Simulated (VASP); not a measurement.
# LiCaF3 (Pm-3m) in VASP: reference runs

How does LiCaF3 come out in PBE? The cell is run as given and disturbed.

Program: VASP 6.6.1. These are calculated values, not measurements. Logs are shortened: lines on timing, memory, paths and dates and some standing lists are left out, and cuts for length are marked.

## (1) Starting point

Symmetry: Pm-3m, No. 221, cubic system. Conventional cell: a = 3.761 Å, b = 3.761 Å, c = 3.761 Å, α = 90.00°, β = 90.00°, γ = 90.00°. Ca (site symmetry m-3m) is surrounded by 12 F at 2.66 Å. Around F (site symmetry 4/mmm) lie 2 Li at 1.88 Å. Li (site symmetry m-3m) is surrounded by 6 F at 1.88 Å.

The cell comes from a database or a generator and needn't be the stable form of this composition.

## (2) Single point, PBE

INCAR reads:

```
SYSTEM = LiCaF3
PREC = Accurate
ENCUT = 520
EDIFF = 1E-7
ISMEAR = -1
SIGMA = 0.05
LREAL = .FALSE.
LASPH = .TRUE.
NELM = 60
ALGO = Normal
ISIF = 2
LWAVE = .FALSE.
LCHARG = .FALSE.
GGA = PE
NBANDS = 25
```

KPOINTS reads:

```
regular mesh
0
G
  7 7 7
  0 0 0
```

POSCAR reads:

```
LiCaF3
1.0
    3.7612440000      0.0000000000      0.0000000000
    0.0000000000      3.7612440000      0.0000000000
    0.0000000000      0.0000000000      3.7612440000
Ca F Li
1 3 1
Direct
    0.0000000000      0.0000000000      0.0000000000
    0.5000000000      0.0000000000      0.5000000000
    0.5000000000      0.5000000000      0.0000000000
    0.0000000000      0.5000000000      0.5000000000
    0.5000000000      0.5000000000      0.5000000000
```

Potentials or basis: VASP PAW PBE potentials, release 64 (Ca_sv, F, Li_sv).

Started as:

```bash
cat potpaw_PBE.64/Ca_sv/POTCAR potpaw_PBE.64/F/POTCAR potpaw_PBE.64/Li_sv/POTCAR > POTCAR
mpirun -np 1 vasp_std > vasp.out
```

OUTCAR:

```text
SYSTEM = LiCaF3
   PREC = Accurate
   ENCUT = 520
   EDIFF = 1E-7
   ISMEAR = -1
   LREAL = .FALSE.
   LASPH = .TRUE.
   NELM = 60
   ISIF = 2
   GGA = PE

 ion  position               nearest neighbor table
   1  0.000  0.000  0.000-
   2  0.500  0.000  0.500-   5 1.88   5 1.88
   3  0.500  0.500  0.000-   5 1.88   5 1.88
   4  0.000  0.500  0.500-   5 1.88   5 1.88
   5  0.500  0.500  0.500-   2 1.88   3 1.88   4 1.88   3 1.88   2 1.88   4 1.88

  LATTYP: Found a simple cubic cell.
 ALAT       =     3.7612440000

  Lattice vectors:

 A1 = (   3.7612440000,   0.0000000000,   0.0000000000)
 A2 = (   0.0000000000,   3.7612440000,   0.0000000000)
 A3 = (   0.0000000000,   0.0000000000,   3.7612440000)

Analysis of symmetry for initial positions (statically):
=====================================================================
 Subroutine PRICEL returns:
 Original cell was already a primitive cell.

 Routine SETGRP: Setting up the symmetry group for a
 simple cubic supercell.

 Subroutine GETGRP returns: Found 48 space group operations
 (whereof 48 operations were pure point group operations)
 out of a pool of 48 trial point group operations.

The static configuration has the point symmetry O_h .

Analysis of symmetry for dynamics (positions and initial velocities):
=====================================================================
 Subroutine PRICEL returns:
 Original cell was already a primitive cell.

 Routine SETGRP: Setting up the symmetry group for a
 simple cubic supercell.

 Subroutine GETGRP returns: Found 48 space group operations
 (whereof 48 operations were pure point group operations)
 out of a pool of 48 trial point group operations.

The dynamic configuration has the point symmetry O_h .

 Subroutine INISYM returns: Found 48 space group operations
 (whereof 48 operations are pure point group operations),
 and found     1 'primitive' translations

----------------------------------------------------------------------------------------

                                     Primitive cell

  volume of cell :      53.2102

  direct lattice vectors                    reciprocal lattice vectors
[... 83 lines left out ...]
   LNONCOLLINEAR =      F non collinear calculations
   LSORBIT =      F    spin-orbit coupling
   LASPH  =      T    aspherical Exc in radial PAW
   ENCUT  =  520.0 eV  38.22 Ry    6.18 a.u.   6.99  6.99  6.99*2*pi/ulx,y,z
   NELM   =     60;   NELMIN=  2; NELMDL= -5     # of ELM steps
   EDIFF  = 0.1E-06   stopping-criterion for ELM
   LREAL  =      F    real-space projection
   EDIFFG = 0.1E-05   stopping-criterion for IOM
   NSW    =      0    number of steps for IOM
   IBRION =     -1    ionic relax: 0-MD 1-quasi-New 2-CG
   NFREE  =      0    steps in history (QN), initial steepest desc. (CG)
   ISIF   =      2    stress and relaxation
   ISYM   =      2    0-nonsym 1-usesym 2-fastsym
   POTIM  = 0.5000    time-step for ionic-motion
   TEBEG  =    0.0;   TEEND  =   0.0 temperature during run
   PSTRESS=    0.0 pullay stress
   NELECT =      34.0000    total number of electrons
   NUPDOWN=      -1.0000    fix difference up-down
   EMIN   =  10.00;   EMAX   =-10.00  energy-range for DOS
   EFERMI =   0.00;   METHOD = LEGACY
   ISMEAR =    -1;   SIGMA  =   0.05  broadening in eV -4-tet -1-fermi 0-gaus
   EFERMI_NEDOS =   21; number of points for ismear=-14 and -15
   IALGO  =     38    algorithm
   IMIX   =      4    mixing-type and parameters
     AMIX     =   0.40;   BMIX     =  1.00
     AMIX_MAG =   1.60;   BMIX_MAG =  1.00
  volume/ion in A,a.u.               =      10.64        71.82
  Fermi-wavevector in a.u.,A,eV,Ry     =   1.410056  2.664619 27.051883  1.988257
  Thomas-Fermi vector in A             =   2.532049
   LORBIT       =      0    0 simple, 1 ext, 2 COOP (PROOUT), +10 PAW based schemes
   GGA     = PE    functional components
   LHFCALC =     F    Hartree Fock is set to
   AEXX    =    0.0000 exact exchange contribution
   IVDW    =     0    specifies the selected vdW correction
   LEPSILON=     F    determine dielectric tensor
   LRPA    =     F    only Hartree local field effects (RPA)
 non-spin polarized calculation
  energy-cutoff  :      520.00
  volume of cell :       53.21
 maximum number of plane-waves:      1442
 NGX is ok and might be reduce to    28
   NGX = 13   NGY = 13   NGZ = 13

 number of electron      33.9999946 magnetization

 Free energy of the ion-electron system (eV)
  ---------------------------------------------------
  ext. energy  EPLUGINS =         0.00000000
  ---------------------------------------------------
  free energy    TOTEN  =       -26.08840753 eV

  energy without entropy =      -26.08840753  energy(sigma->0) =      -26.08840753

 E-fermi :   1.2344     XC(G=0): -10.2721

 val. band max:        0.0376255437   @ k =   0.4286   0.4286   0.4286
 cond. band min:       6.5616559395   @ k =   0.0000   0.0000   0.0000
 fundamental gap:      6.5240303959
 Fermi energy:         1.2344063139

 k-point     1 :       0.0000    0.0000    0.0000
  band No.  band energies     occupation
      1     -40.1201      2.00000
      2     -37.7080      2.00000
      3     -20.2115      2.00000
      4     -19.2844      2.00000
      5     -19.2844      2.00000
      6     -18.6238      2.00000
[... 549 lines left out ...]
     24      14.3493      0.00000
     25      14.6911      0.00000

------------------------ aborting loop because EDIFF is reached ----------------------------------------

  FORCE on cell =-STRESS in cart. coord.  units (eV):
  Direction    XX          YY          ZZ          XY          YZ          ZX
  --------------------------------------------------------------------------------------
  -------------------------------------------------------------------------------------
  Total       -0.0333041     -0.0333041     -0.0333041      0.0000000     -0.0000000      0.0000000
  in kB       -1.0027980     -1.0027980     -1.0027980      0.0000000     -0.0000000      0.0000000
  external PRESSURE =      -1.0027980 kB  Pullay stress =       0.0000000 kB

 VOLUME and BASIS-vectors are now :
 -----------------------------------------------------------------------------
  energy-cutoff  :      520.00
  volume of cell :       53.21
      direct lattice vectors                 reciprocal lattice vectors
     3.761244000  0.000000000  0.000000000     0.265869484  0.000000000  0.000000000
     0.000000000  3.761244000  0.000000000     0.000000000  0.265869484  0.000000000
     0.000000000  0.000000000  3.761244000     0.000000000  0.000000000  0.265869484

 POSITION                                       TOTAL-FORCE (eV/Angst)
 -----------------------------------------------------------------------------------
      0.00000      0.00000      0.00000         0.000000      0.000000      0.000000
      1.88062      0.00000      1.88062         0.000000      0.000000      0.000000
      1.88062      1.88062      0.00000         0.000000      0.000000      0.000000
      0.00000      1.88062      1.88062         0.000000      0.000000      0.000000
      1.88062      1.88062      1.88062         0.000000      0.000000      0.000000
 -----------------------------------------------------------------------------------
    total drift:                                0.000000      0.000000      0.000000

  FREE ENERGIE OF THE ION-ELECTRON SYSTEM (eV)
  ---------------------------------------------------
  free  energy   TOTEN  =       -26.0884075261 eV

  energy  without entropy=      -26.0884075261  energy(sigma->0) =      -26.08840753
```

OSZICAR:

```text
N       E                     dE             d eps       ncg     rms          rms(c)
DAV:   1     0.304054841124E+03    0.30405E+03   -0.18813E+04  1000   0.145E+03
DAV:   2    -0.877281810789E+01   -0.31283E+03   -0.30165E+03  1185   0.390E+02
DAV:   3    -0.262806518200E+02   -0.17508E+02   -0.17432E+02  1318   0.927E+01
DAV:   4    -0.283501874589E+02   -0.20695E+01   -0.20672E+01  1764   0.176E+01
DAV:   5    -0.283632265362E+02   -0.13039E-01   -0.13038E-01  1243   0.176E+00    0.954E+00
DAV:   6    -0.261952170735E+02    0.21680E+01   -0.67866E+00  1158   0.170E+01    0.345E+00
DAV:   7    -0.261305412514E+02    0.64676E-01   -0.29564E-01  1368   0.373E+00    0.201E+00
DAV:   8    -0.260879220862E+02    0.42619E-01   -0.12735E-01  1254   0.326E+00    0.340E-01
DAV:   9    -0.260879363552E+02   -0.14269E-04   -0.23286E-02  1264   0.108E+00    0.192E-01
DAV:  10    -0.260885609747E+02   -0.62462E-03   -0.49559E-03  1160   0.618E-01    0.104E-01
DAV:  11    -0.260884017520E+02    0.15922E-03   -0.72443E-04  1335   0.272E-01    0.191E-02
DAV:  12    -0.260884076700E+02   -0.59180E-05   -0.45632E-05  1218   0.492E-02    0.680E-03
DAV:  13    -0.260884072425E+02    0.42748E-06   -0.40461E-06  1429   0.151E-02    0.219E-03
DAV:  14    -0.260884075823E+02   -0.33975E-06   -0.54890E-07  1260   0.749E-03    0.738E-04
DAV:  15    -0.260884075261E+02    0.56163E-07   -0.66981E-08   805   0.255E-03
   1 F= -.26088408E+02 E0= -.26088408E+02  d E =-.236366E-10
```

stdout:

```text
POSCAR found type information on POSCAR CaF Li
 POSCAR found :  3 types and       5 ions
 scaLAPACK will be used
 LDA part: xc-table for (Slater+PW92), standard interpolation
 POSCAR, INCAR and KPOINTS ok, starting setup
 FFT: planning ... GRIDC
 FFT: planning ... GRID_SOFT
 FFT: planning ... GRID
 WAVECAR not read
 entering main loop
```

It took 31 s on 1 thread of Intel Xeon Platinum 8259CL at 2.50GHz (Skylake/Cascade Lake), shared host; peak memory 0.16 GiB.

What came out:

```yaml
Free_energy: -26.0884 eV
Band_gap_on_the_k_mesh: 6.52 eV, indirect (least direct gap 6.59 eV)
```

Levels at points of the mesh, in eV from the valence-band top:
```
           k point  band 14  band 15  band 16  band 17  band 18  band 19  band 20  band 21
(0.00, 0.00, 0.00)    -0.77    -0.07    -0.07    -0.07     6.52     6.52     6.89     8.11
```

Caveat: the cutoff is under 1.25 times the usual one of these potentials, so pressure, stress and relaxed cells hold a basis-set (Pulay) error; an odd mesh through Γ misses points on the zone boundary, where band edges often lie.

## (3) Single point, PBE (atoms moved at random, drawn with an rms of 0.05 Å)

INCAR reads:

```
ALGO     = Normal         # electronic algorithm
EDIFF    = 1E-7           # SCF threshold, eV
ENCUT    = 520            # plane-wave cutoff, eV
GGA      = PE             # functional
ISIF     = 2              # what is computed and relaxed
ISMEAR   = -1             # smearing method
LASPH    = True           # aspherical terms in the spheres
LCHARG   = True           # write CHGCAR
LELF     = True           # ELF
LREAL    = False          # projectors in reciprocal space
LVHAR    = True         
LWAVE    = False          # write WAVECAR
NBANDS   = 25             # bands
NELM     = 80             # most SCF steps
PREC     = Accurate       # precision mode
SIGMA    = 0.05           # smearing width, eV
```

KPOINTS reads:

```
k-points
0
Gamma
  7 7 7
```

POSCAR reads:

```
LiCaF3
1.0
    3.7612440000      0.0000000000      0.0000000000
    0.0000000000      3.7612440000      0.0000000000
    0.0000000000      0.0000000000      3.7612440000
Ca F Li
1 3 1
Direct
    0.0110750000      0.0129230000     -0.0006680000
    0.5025600000      0.0058920000      0.4988120000
    0.4969350000      0.4927940000      0.0077590000
    0.0181100000      0.4918640000      0.5024320000
    0.5139370000      0.4960350000      0.5028420000
```

Potentials or basis: VASP PAW PBE potentials, release 64 (Ca_sv, F, Li_sv).

Started as:

```bash
cat potpaw_PBE.64/Ca_sv/POTCAR potpaw_PBE.64/F/POTCAR potpaw_PBE.64/Li_sv/POTCAR > POTCAR
mpirun -np 1 vasp_std > vasp.out
```

Wall time 3.5 min (1 thread of Intel Xeon Platinum 8259CL at 2.50GHz (Skylake/Cascade Lake), shared host); peak memory 0.31 GiB.

Results (log left out):

```
Free energy            : -26.0629 eV
Largest force          : 0.510 eV/Å
Band gap on the k mesh : 6.54 eV, indirect (least direct gap 6.61 eV)
```

Forces in eV/Å, atoms in the order of the input:
```
Ca   0.110  0.058  0.026
F    0.185 -0.436  0.096
F    0.206  0.086 -0.253
F   -0.495  0.089  0.084
Li  -0.006  0.203  0.048
```

Levels at points of the mesh, in eV from the valence-band top:
```csv
k point,band 14,band 15,band 16,band 17,band 18,band 19,band 20,band 21
"(0.00, 0.00, 0.00)",-0.78,-0.09,-0.07,-0.07,6.54,6.54,6.88,8.12
```

Caveat: the cutoff is under 1.25 times the usual one of these potentials, so pressure, stress and relaxed cells hold a basis-set (Pulay) error; an odd mesh through Γ misses points on the zone boundary, where band edges often lie.
